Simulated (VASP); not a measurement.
All values below come from vdW-DF-cx, VASP's PBE PAW potentials (set 64) (plane waves; VASP).

A VASP calculation is set up with these files.

INCAR:
```
AGGAC = 0.0
ALGO = Normal
EDIFF = 1E-7
ENCUT = 520
GGA = CX
ISIF = 2
ISMEAR = 0
LASPH = .TRUE.
LCHARG = .FALSE.
LREAL = .FALSE.
LUSE_VDW = .TRUE.
LWAVE = .FALSE.
NELM = 100
PREC = Accurate
SIGMA = 0.05
SYSTEM = BP
```

### POSCAR
```
BP
3.2716850
  0.0000000000   0.7071068070   0.7071068070
  0.7071068070   0.0000000000   0.7071068070
  0.7071068070   0.7071068070   0.0000000000
B P
1 1
Cart
  0.0000000000   0.0000000000   0.0000000000
  0.3535534035   0.3535534035   0.3535534035
```

### KPOINTS
```
Automatic mesh
0
Gamma
10 10 10
0 0 0
```

POTCAR, in this order: B P (PBE.64 set). Program: vasp_std.

### Question
What does the run give for the energy per atom (σ→0), pressure?

### Answer

| Quantity | Result |
|---|---|
| energy per atom (σ→0) | -5.583 eV/atom |
| pressure | -8.61 GPa |

File OSZICAR:
```
...
DAV:   7    -0.111714210383E+02    0.71260E-01   -0.21346E-01  1136   0.272E+00    0.116E+00
DAV:   8    -0.111657330970E+02    0.56879E-02   -0.24441E-02   848   0.107E+00    0.174E-01
DAV:   9    -0.111659606120E+02   -0.22752E-03   -0.42628E-04  1072   0.187E-01    0.956E-02
DAV:  10    -0.111660796987E+02   -0.11909E-03   -0.20300E-04   808   0.112E-01    0.232E-02
DAV:  11    -0.111660875900E+02   -0.78913E-05   -0.88085E-06  1032   0.277E-02    0.281E-02
DAV:  12    -0.111660882091E+02   -0.61912E-06   -0.27442E-06   824   0.102E-02    0.619E-03
DAV:  13    -0.111660882134E+02   -0.42529E-08   -0.58371E-08   576   0.232E-03
   1 F= -.11166088E+02 E0= -.11166088E+02  d E =-.207081E-17
```

The compound is BP in the zinc blende structure. This cell is one point of a volume scan, at 1.06 of the reference volume.
